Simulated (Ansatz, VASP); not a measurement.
**TaH3Br2 in VASP and in Ansatz**

INCAR

```
  PREC = Accurate
  ENCUT = 520
  EDIFF = 1E-6
  ISMEAR = 0
  SIGMA = 0.1
  LREAL = False
  LASPH = True
  NELM = 150
  ALGO = Normal
  ISIF = 2
  LWAVE = False
  LCHARG = True
  ISPIN = 2
  MAGMOM = 1 0 0 0 0 0
  LORBIT = 11
  LMAXMIX = 4
  GGA = PE
  LELF = True
  LVHAR = True
  NBANDS = 27
```

KPOINTS

```
regular mesh
0
Gamma
  6 6 2
```

POSCAR

```
TaH3Br2
1.0
    3.9549751700      0.0000000000      0.0000000000
   -1.9774875900      3.4251089700      0.0000000000
    0.0000000000      0.0000000000      7.8072167400
Ta H Br
1 3 2
Direct
    0.6666666700      0.3333333300      0.5000000000
    0.6666666700      0.3333333300      0.0000000000
    0.0000000000      0.0000000000      0.5000000000
    0.0000000000      0.0000000000      0.0000000000
    0.3333333300      0.6666666700      0.7520078400
    0.3333333300      0.6666666700      0.2479921600
```

Input for Ansatz:

```yaml
crystal:
  lattice:
    - [3.95497517, 0.0, 0.0]
    - [-1.97748759, 3.42510897, 0.0]
    - [0.0, 0.0, 7.80721674]
  atoms:
    - { symbol: Ta, position: [0.66666667, 0.33333333, 0.5], spin: 1.0 }
    - { symbol: H, position: [0.66666667, 0.33333333, 0.0] }
    - { symbol: H, position: [0.0, 0.0, 0.5] }
    - { symbol: H, position: [0.0, 0.0, 0.0] }
    - { symbol: Br, position: [0.33333333, 0.66666667, 0.75200784] }
    - { symbol: Br, position: [0.33333333, 0.66666667, 0.24799216] }
basis:
  ecutwfc: 420
kpoints:
  mp_grid: { grid: [6, 6, 2] }
hamiltonian:
  xc: pbe
scf:
  occupations: { method: gaussian, width: 0.1 }
  lower_state_search: "off"
output:
  forces: true
  stress: true
  eigenvalues: true
  populations: true
magnetization:
  spin_polarized: true
```

Change from the starting cell: species swapped into the Ce2CuSi3 type (P-6m2, No. 187).

Alike in both runs: task single point; functional PBE; k mesh 6 × 6 × 2; occupations gaussian, width 0.1 eV; collinear spin.

|  | VASP | Ansatz |
| --- | --- | --- |
| version | VASP 6.6.1 | Ansatz 0.2.0 |
| potentials or method | VASP PAW PBE potentials, release 64 (Ta_pv, H, Br) | scalar-relativistic, plane waves, PAW |
| plane-wave cutoff (eV) | 520 | 420 |
| valence electrons in the cell | 28 | 30 |

Ansatz gave:

```
gap on the k mesh at the Fermi level (eV)                     : none
pressure (GPa)                                                : -11.1
largest component of the traceless stress (GPa)               : 4.14
rms of the force components (eV/Å)                            : 0.525
net moment per atom (μB)                                      : 0.33
size of the moment on the site where the two differ most (μB) : 0.88
```

Question: Estimate VASP's values.

Answer: gap on the k mesh at the Fermi level (eV): none; pressure (GPa): -11.1; largest component of the traceless stress (GPa): 4.13; rms of the force components (eV/Å): 0.524; net moment per atom (μB): 0.33; size of the moment on the site where the two differ most (μB): 1.30.

Site moments also hang on the region over which each program counts them. Atom by atom the forces differ by 0.001 eV/Å (rms over components). A gap of «none» marks a metal or a gap that the smearing closes. The two sets of potentials don't hold the same shells in valence.

Caveats: the k mesh is coarse (spacing up to 0.40 Å⁻¹), so the values aren't converged; forces of over 1 eV/Å show positions far from the minimum, so gaps and moduli don't describe the material at rest. The runs have no spin-orbit coupling, so splittings on Ta are missing.
